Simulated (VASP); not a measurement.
Calculation: r2SCAN meta-GGA, VASP's PBE PAW potentials (set 64) (plane waves; VASP).

A VASP calculation is set up with these files.

INCAR:
```
ALGO  =  Normal
EDIFF  =  1E-7
ENCUT  =  400
ISIF  =  2
ISMEAR  =  -5
LASPH  =  T
LCHARG  =  F
LEFG  =  T
LMAXMIX  =  4
LMIXTAU  =  T
LORBIT  =  11
LREAL  =  F
LWAVE  =  F
METAGGA  =  R2SCAN
NEDOS  =  601
NELM  =  100
PREC  =  Accurate
SYSTEM  =  Al2CdS4
```

### KPOINTS_OPT
```
k-points along high-symmetry lines
6
Line-mode
Reciprocal
  0.000000   0.000000   0.000000 ! GAMMA
  0.000000   0.000000   0.500000 ! X

  0.000000   0.000000   0.500000 ! X
  0.250000   0.250000   0.250000 ! P

  0.250000   0.250000   0.250000 ! P
  0.000000   0.500000   0.000000 ! N

  0.000000   0.500000   0.000000 ! N
  0.000000   0.000000   0.000000 ! GAMMA

  0.000000   0.000000   0.000000 ! GAMMA
  0.500000   0.500000  -0.500000 ! M

  0.500000   0.500000  -0.500000 ! M
  0.322586   0.677414  -0.322586 ! S

 -0.322586   0.322586   0.322586 ! S_0
  0.000000   0.000000   0.000000 ! GAMMA

  0.000000   0.000000   0.500000 ! X
 -0.145172   0.145172   0.500000 ! R

  0.500000   0.500000  -0.145172 ! G
  0.500000   0.500000  -0.500000 ! M
```

### KPOINTS
```
Automatic mesh
0
Gamma
6 6 6
0 0 0
```

**POSCAR**
```
Al2CdS4
1
   -2.7912981997     2.7912981496     5.0858724884
    2.7912981997    -2.7912981496     5.0858724884
    2.7912981496     2.7912981997    -5.0858724884
Al Cd S
2 1 4
Direct
  0.5000000000   0.5000000000   1.0000000000
  0.2500000000   0.7500000000   0.5000000000
  1.0000000000   1.0000000000   1.0000000000
  0.3993605576   0.8548564329   0.9853717145
  0.8694847183   0.4139888430   0.0146282855
  0.1451435671   0.1305152817   0.5445041248
  0.5860111570   0.6006394424   0.4554958752
```

POTCAR, in this order: Al Cd S (PBE.64 set). Program: vasp_std.

**Question.** What will the output report for the number of irreducible k-points (NKPTS), number of bands (NBANDS), largest plane-wave count, number of space-group operations, FFT grid (NGX, NGY, NGZ)?

**Answer.** 
```
Property                                       Value
--------------------------------------  ------------
number of irreducible k-points (NKPTS)            36
number of bands (NBANDS)                          25
largest plane-wave count                        2893
number of space-group operations                   4
FFT grid (NGX, NGY, NGZ)                42 × 42 × 42
```

The compound is Al2CdS4 in the sg82 structure. It was relaxed first.
